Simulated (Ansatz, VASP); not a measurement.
**One calculation of Mg6SiB, two programs**

```
CELL_PARAMETERS angstrom
3.97571 0.00000 0.00000
0.00000 3.89167 4.93801
0.00000 -3.89167 4.93801
ATOMIC_POSITIONS crystal
Si 0.99679 0.94457 0.94263
Mg 0.51819 0.13940 0.14430
Mg 0.50914 0.09967 0.66252
Mg 0.50811 0.66730 0.09590
Mg 0.98415 0.37431 0.37140
Mg 0.00247 0.45283 0.81795
Mg 0.98665 0.81208 0.44778
B 0.51627 0.52422 0.51496
```

Change from the starting cell: atoms moved at random, drawn with an rms of 0.05 Å.

Alike in both runs: task single point; functional PBE; k mesh 7 × 5 × 5; occupations fermi-dirac, width 0.05 eV; no spin polarisation.

```csv
,VASP,Ansatz
version,VASP 6.6.1,Ansatz 0.2.0
potentials or method,"VASP PAW PBE potentials, release 64 (Si, Mg, B)",Ansatz PAW
plane-wave cutoff (eV),520,420
valence electrons in the cell,19,67
```

```tsv
	VASP	Ansatz	Ansatz less VASP
gap on the k mesh at the Fermi level (eV)	none	none	-
pressure (GPa)	-0.1	0.0	+0.14
largest component of the traceless stress (GPa)	0.85	0.84	-0.010
rms of the force components (eV/Å)	0.243	0.242	-0.0009
```

Atom by atom the forces differ by 0.001 eV/Å (rms over components). A gap of «none» marks a metal or a gap that the smearing closes. With one functional, cell and mesh, what is left measures potentials, basis and numerics. The two sets of potentials don't hold the same shells in valence.
